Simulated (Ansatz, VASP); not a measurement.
# Cross-check of Ga7As7H16 (GaAs wire along [100], 14 atoms a period, H-terminated) between VASP and Ansatz

Aim: how closely do two programs agree when they are given the same cell, functional and k mesh? Of the first pair: The structure shown is the start of the Ansatz relaxation below; VASP solves that cell, so the two are compared at the walk's first step.

Main program and level: Ansatz 0.2.0; plane waves, with VASP 6.6.1 beside it; single point at PBE.

### Step 1. Starting point

The cell holds 30 atoms: 7 Ga, 16 H and 7 As. Cell: a = 15.795 Å, b = 15.795 Å, c = 5.970 Å, α = 90.0°, β = 90.0°, γ = 90.0°. Vacuum lies along a and b. The structure's axis is c.

### Step 2. Ansatz: relaxation, PBE

Ansatz runs on its default PAW (the set named soft_2) files.

The two programs are compared at the cell with which this relaxation starts, whose forces are those of its first step.

File input.yaml:

```yaml
crystal:
  lattice:
    - [15.795, 0.0, 0.0]
    - [0.0, 15.795, 0.0]
    - [0.0, 0.0, 5.9695286826]
  atoms:
    - { symbol: Ga, position: [0.262888839, 0.65211881, 0.936699116] }
    - { symbol: Ga, position: [0.450296267, 0.457110694, 0.003312793] }
    - { symbol: Ga, position: [0.637742941, 0.642216342, 0.037378577] }
    - { symbol: H, position: [0.31815149, 0.317047772, 0.111337129] }
    - { symbol: H, position: [0.415791883, 0.784823222, 0.165578841] }
    - { symbol: H, position: [0.190658298, 0.61013498, 0.077409806] }
    - { symbol: H, position: [0.695587381, 0.706213756, 0.16893284] }
    - { symbol: As, position: [0.371455977, 0.368883824, 0.277208885] }
    - { symbol: As, position: [0.357603005, 0.715098887, 0.252384807] }
    - { symbol: As, position: [0.545572908, 0.5456273, 0.253057264] }
    - { symbol: H, position: [0.205534338, 0.500266651, 0.376624792] }
    - { symbol: H, position: [0.53266755, 0.226514041, 0.319826469] }
    - { symbol: H, position: [0.702439143, 0.400551312, 0.351865026] }
    - { symbol: H, position: [0.307792827, 0.76979183, 0.418203232] }
    - { symbol: Ga, position: [0.26466633, 0.443585709, 0.52553943] }
    - { symbol: Ga, position: [0.461477181, 0.261956883, 0.479300499] }
    - { symbol: Ga, position: [0.447170564, 0.624557752, 0.5020974] }
    - { symbol: Ga, position: [0.634112599, 0.450078283, 0.492321622] }
    - { symbol: H, position: [0.605803486, 0.764083817, 0.586074452] }
    - { symbol: H, position: [0.783875263, 0.595896767, 0.652013695] }
    - { symbol: H, position: [0.2338078, 0.376216701, 0.70311855] }
    - { symbol: H, position: [0.403213319, 0.206815752, 0.635346526] }
    - { symbol: As, position: [0.35709847, 0.543858035, 0.757727702] }
    - { symbol: As, position: [0.535998703, 0.369265953, 0.734513442] }
    - { symbol: As, position: [0.546802514, 0.714200596, 0.74110605] }
    - { symbol: As, position: [0.713590842, 0.545920216, 0.767702893] }
    - { symbol: H, position: [0.251536569, 0.728431906, 0.768351495] }
    - { symbol: H, position: [0.503203253, 0.790092305, 0.848818676] }
    - { symbol: H, position: [0.596832916, 0.321275238, 0.889715861] }
    - { symbol: H, position: [0.770410929, 0.491344515, 0.916432131] }
kpoints:
  mp_grid: { grid: [1, 1, 11] }
  band_path: { path: ["Γ", Z], npoints: 90 }
scf:
  occupations: { method: fermi_dirac, width: 0.05 }
hamiltonian:
  xc: pbe
relax:
  max_steps: 40
  f_tol: 0.02
output:
  stress: true
```

Run with:

```bash
$ ansatz run input.yaml --threads 4 --pin off --max-ram 16384MiB --backend cpu --events-out ev --progress --plain --runs-dir out
```

Numbers of over 12 decimals in the logs are rounded to 6 here.

What it wrote:

```text
Warning: output.stress: scf.convergence.dr2_threshold = 1e-7 eV (the SCF's general default) is looser than the 3e-9 eV advised for a printed stress (1e-10 eV for each atom of the cell: 30). What an SCF threshold leaves in a stress goes as its square root, and in the free energy as the threshold itself, and one threshold admits the most on a small cell: [figures from the program's tests cut] Every solve of this run an [...]
Engine: ansatz 0.2.0, aarch64-unknown-linux-gnu
Pseudopotentials: kind: paw
Pseudopotential: Ga, paw, valence charge 13, recommended cutoff 420 eV (normal), Ga.paw.azcp
Pseudopotential: H, paw, valence charge 1, recommended cutoff 420 eV (normal), H.paw.azcp
Pseudopotential: As, paw, valence charge 15, recommended cutoff 420 eV (normal), As.paw.azcp
Functional definition: PBE
  parameter kappa = 0.804
  parameter beta = 0.066725
  exchange = pbe_x(kappa = kappa, mu = beta*pi^2/3)
  correlation = pbe_c(beta = beta)
Crystal: 30 atoms, lattice volume = 1489.290 Å³
Basis set: ecut = 420 eV, 29027 PW (Γ), exchange–correlation on 216×216×80 points (8 copies of the dense FFT grid, shifted against one another)
Bands: 136, of which v1, the nominal top of the filled ones, is band 106 counted from 1 (105 counted from 0)
Symmetry: 1 space group operations
Space group: P1 (ITA 1), of the structure as read, at distance tolerance 1.1e-4 Å
k-points: 6 of 11 (time reversal used)
Non-local potential: Ga, projectors of the file, l = 0: 2, l = 1: 2, l = 2: 3, l = 3: 1
Non-local potential: H, projectors of the file, l = 0: 2, l = 1: 1
Non-local potential: As, projectors of the file, l = 0: 2, l = 1: 2, l = 2: 3, l = 3: 1
PAW form: soft (Blöchl's): semilocal exchange-correlation on the pseudo side does not see the compensation charge
PAW one-centre angular grid: Ga, 590 points (default); XC on 64 Gauss nodes
PAW one-centre angular grid: H, 110 points (default); XC on 64 Gauss nodes
PAW one-centre angular grid: As, 590 points (default); XC on 64 Gauss nodes
Initial density: superposition of atomic densities (neutral atoms: chi_scale 0, normalization atom), corrected by the library's trained network
Initial wavefunctions: pseudopotential atomic-orbital guess
Functional: x = pbe(κ = 0.804, μ = 0.219515), c = pbe(β = 0.066725)
SCF iter   1: F=—  HF=-60727.546300 eV  |F-HF|=—  |Δ(HF+E_count)|=         —  Δρ=1.99e-3  dr2=3.65e-1  ethr=1.77e-3  ⟨swp⟩=6.0  Hψ=3250  notcnv=0  defer=73
preconditioner: auto → Resta (q_TF=auto, 1.971 Å⁻¹)  ε∞=1.7  [insulator: Δε(μ)=3.086 eV  Ē_g=13.788 eV  σ=0.050 eV  W_gap=1.00  n_scr=182 (ndim 8)  ℏωp=11.5 eV  f_vac=0.649  D(μ)=0.00/eV (n_scr^D=0)  ε∞_Penn≈1.7  vacuum switching on, ρ_ref=1.4e-2 e/Å³]
SCF iter   2: F=—  HF=-60727.461860 eV  |F-HF|=—  |Δ(HF+E_count)|=   8.44e-2  Δρ=1.13e-3  dr2=6.71e-2  ethr=1.72e-4  ⟨swp⟩=3.0  Hψ=1128  notcnv=0  defer=137
SCF iter   3: F=—  HF=-60727.451999 eV  |F-HF|=—  |Δ(HF+E_count)|=   9.86e-3  Δρ=4.63e-4  dr2=5.14e-3  ethr=3.16e-5  ⟨swp⟩=2.0  Hψ=877  notcnv=0  defer=137
SCF iter   4: F=—  HF=-60727.454162 eV  |F-HF|=—  |Δ(HF+E_count)|=   2.16e-3  Δρ=1.80e-4  dr2=6.32e-4  ethr=2.43e-6  ⟨swp⟩=2.0  Hψ=1242  notcnv=0  defer=137
SCF iter   5: F=—  HF=-60727.454583 eV  |F-HF|=—  |Δ(HF+E_count)|=   4.21e-4  Δρ=6.12e-5  dr2=7.67e-5  ethr=2.98e-7  ⟨swp⟩=2.0  Hψ=1225  notcnv=0  defer=137
SCF iter   6: F=-60727.454604 eV  HF=-60727.454601 eV  |F-HF|=3.26e-6  |Δ(HF+E_count)|=   1.81e-5  Δρ=1.89e-5  dr2=6.38e-6  ethr=4.72e-9  ⟨swp⟩=4.0  Hψ=2658  notcnv=0
SCF 1 converged in 6 iterations: F = -60727.454604 eV  dr2 = 6.38e-6
  greatest PAW one-centre occupation: 0.999 electrons in one spin orbital (limit 2), on the As atom at site 8 (counted from 0), in its partial waves of l = 2
relax step   1: F+E_penalty+E_count = -60727.45460406 eV  Δ(F+E_penalty+E_count) = +0.000e0 eV  max|allowed force component| = 1.669e-1 eV/Å  Δτ_max = 0.0000 Å  (6 SCF iters, dr2 threshold 1.00e-5 eV, accepted)
Initial density: handed on by an earlier stage of this run
Initial wavefunctions: those handed on with the density
[...]
atom  24  As     0.00392238    -0.00446371    -0.00659747
  atom  25  As     0.00029499     0.00143609    -0.00124178
  atom  26  As     0.00255214    -0.00337837     0.00329963
  atom  27  H     -0.00054450    -0.00368413     0.00756408
  atom  28  H      0.00086189    -0.00225256     0.00195706
  atom  29  H      0.00113107     0.00124187     0.00161177
  atom  30  H     -0.00108541     0.00159775    -0.00125967
  max |Σ_I F_I| component: 4.30e-5 eV/Å
--- Stress (GPa, compression-positive) ---
       -0.007551      -0.001863       0.000646
       -0.001863      -0.009408      -0.001634
        0.000646      -0.001634      -0.107414
  P = ⅓ Tr σ = -0.0415 GPa (-0.415 kbar)
--- Band table (eV; the first three rows and the last of 6) ---
  k-point 0: bands = [... 102 lower, -3.2178, -2.9820, -2.8920, -2.7968, 0.3305, 0.4393, 0.6846, 0.7429, ... 26 higher]
  k-point 1: bands = [... 102 lower, -3.2288, -2.9898, -2.8984, -2.8118, 0.3272, 0.4573, 0.6672, 0.7652, ... 26 higher]
  k-point 2: bands = [... 102 lower, -3.2531, -3.0158, -2.9206, -2.8507, 0.3058, 0.4561, 0.6196, 0.8076, ... 26 higher]
  k-point 5: bands = [... 102 lower, -3.2911, -3.1838, -3.0979, -3.0258, 0.2303, 0.3155, 0.4433, 0.6827, ... 26 higher]
--- Relaxed structure (7 steps of the walk, 7 accepted, 0 SCFs on fresh bases) ---
  F+E_penalty+E_count = -60727.49405051 eV   max|allowed force component| = 7.566e-3 eV/Å
  atoms:
    - { symbol: Ga, position: [0.265830, 0.652637, 0.932316] }
    - { symbol: Ga, position: [0.450846, 0.456276, 0.00433815] }
    - { symbol: Ga, position: [0.635771, 0.641715, 0.039627] }
    - { symbol: H, position: [0.317651, 0.317128, 0.120900] }
    - { symbol: H, position: [0.415931, 0.781606, 0.173530] }
    - { symbol: H, position: [0.190364, 0.611721, 0.060191] }
    - { symbol: H, position: [0.693608, 0.706389, 0.166248] }
    - { symbol: As, position: [0.371897, 0.370392, 0.278027] }
    - { symbol: As, position: [0.357478, 0.711439, 0.254715] }
    - { symbol: As, position: [0.545163, 0.544478, 0.254130] }
    - { symbol: H, position: [0.208770, 0.505261, 0.379320] }
    - { symbol: H, position: [0.535025, 0.230614, 0.321837] }
    - { symbol: H, position: [0.702895, 0.400684, 0.361781] }
    - { symbol: H, position: [0.305819, 0.766042, 0.413482] }
    - { symbol: Ga, position: [0.265761, 0.445635, 0.523804] }
    - { symbol: Ga, position: [0.462279, 0.263919, 0.476827] }
    - { symbol: Ga, position: [0.447683, 0.622765, 0.503534] }
    - { symbol: Ga, position: [0.633490, 0.450601, 0.494715] }
    - { symbol: H, position: [0.605944, 0.763700, 0.598795] }
    - { symbol: H, position: [0.781410, 0.597188, 0.660337] }
    - { symbol: H, position: [0.232139, 0.376548, 0.689375] }
    - { symbol: H, position: [0.403972, 0.206727, 0.624293] }
    - { symbol: As, position: [0.358711, 0.542653, 0.759117] }
    - { symbol: As, position: [0.535479, 0.369965, 0.734339] }
    - { symbol: As, position: [0.545630, 0.712405, 0.744015] }
    - { symbol: As, position: [0.710832, 0.546439, 0.770130] }
    - { symbol: H, position: [0.259261, 0.730895, 0.771730] }
    - { symbol: H, position: [0.499239, 0.787311, 0.846204] }
    - { symbol: H, position: [0.597507, 0.320619, 0.880049] }
    - { symbol: H, position: [0.767396, 0.490230, 0.912291] }
```

In the SCF lines HF is the Harris–Foulkes energy and dr2 the Hartree energy of the density residual, in eV; the loop may stop once dr2 is under the threshold and the program's other checks hold. Hψ counts applications of the Hamiltonian.

[end of part 1 of 3]

[Lines on the potential files, build, host, timing and source positions are cut from VASP's logs without a mark.]

[Logs are printed without paths, hosts, clocks, repeated set-up lines and the standing remarks that a program may print on its own settings, such as how far it seeks lower states.]

[Hosts, paths, dates, database ids (printed as entryN), source tags and the programs' standing remarks are cut or masked in the printed files.]
